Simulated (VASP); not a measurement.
Given:

```
CELL_PARAMETERS angstrom
      0.00000     2.93675     2.93675
      2.93675     0.00000     2.93675
      2.93675     2.93675     0.00000
ATOMIC_POSITIONS crystal
  Cd 0.03405 0.96595 0.96595
  S  0.25000 0.25000 0.25000
```

These are r2SCAN meta-GGA, VASP's PBE PAW potentials (set 64) (plane waves; VASP) values and carry that method's errors. Run with 480 eV cut-off, 8×8×8 Γ-centred mesh, Gaussian smearing of 0.050 eV, potentials Cd S.

Which forces act on the atoms, in eV/Å?

```tsv
atom	Fx	Fy	Fz
Cd1	0.957	0.000	0.000
S2	-0.957	0.000	0.000
```

Give the stress tensor in GPa (positive for a compressed cell).

```
 0.53   0.00   0.00
 0.00   1.73  -4.21
 0.00  -4.21   1.73
```
The pressure is its mean diagonal, 1.33 GPa.

The compound is CdS in the zinc blende structure, a metastable form; wurtzite is the usual one. This cell was strained or had an atom moved on purpose.
